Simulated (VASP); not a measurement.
# Mg4O: single point with LDA

Mg4O, a slab with vacuum:

```
CELL_PARAMETERS angstrom
3.14661 0.00000 0.00000
0.00000 5.03889 0.00000
0.00000 0.00000 20.58461
ATOMIC_POSITIONS crystal
Mg 0.00000 0.75000 0.19432
Mg 0.50000 0.25000 0.23845
Mg 0.50000 0.75000 0.33061
Mg 0.00000 0.25000 0.36846
O 0.12500 0.37500 0.52052
```

The cell isn't the ideal one: O at 1/8 of the diagonal of the surface cell, 3.13 Å above the top plane.

```yaml
Program: VASP 6.6.1
Task: single point
Functional: LDA
Potentials_or_basis: VASP PAW LDA potentials, release 64 (Mg, O)
Cutoff: 520 eV
k_mesh: 8 × 5 × 1
Occupations: gaussian, width 0.1 eV
Spin: no spin polarisation
Dipole_correction: yes
Further_INCAR_settings: ALGO = Fast; EDIFF = 1e-07; NBANDS = 15
```

The largest force is 1.349 eV/Å and the band gap on the k mesh is none (metal or under the smearing width).

Forces on the atoms (eV/Å):
```
Mg   0.001 -0.025  0.239
Mg   0.007  0.017 -0.008
Mg  -0.006  0.001 -0.030
Mg   0.044  0.144  1.141
O   -0.047 -0.136 -1.342
```

Levels at points of the mesh, in eV from the Fermi level:
```
           k point  band 4  band 5  band 6  band 7  band 8  band 9  band 10  band 11
(0.00, 0.00, 0.00)   -0.99   -0.82   -0.19   -0.14   -0.05    0.32     1.31     2.04
(0.50, 0.00, 0.00)   -0.87   -0.45   -0.26    0.05    0.13    2.50     2.78     2.79
```

It took 2.3 min on 1 thread of Intel(R) Xeon(R) Platinum 8488C (Sapphire Rapids) (shared host), peak memory 0.32 GiB.
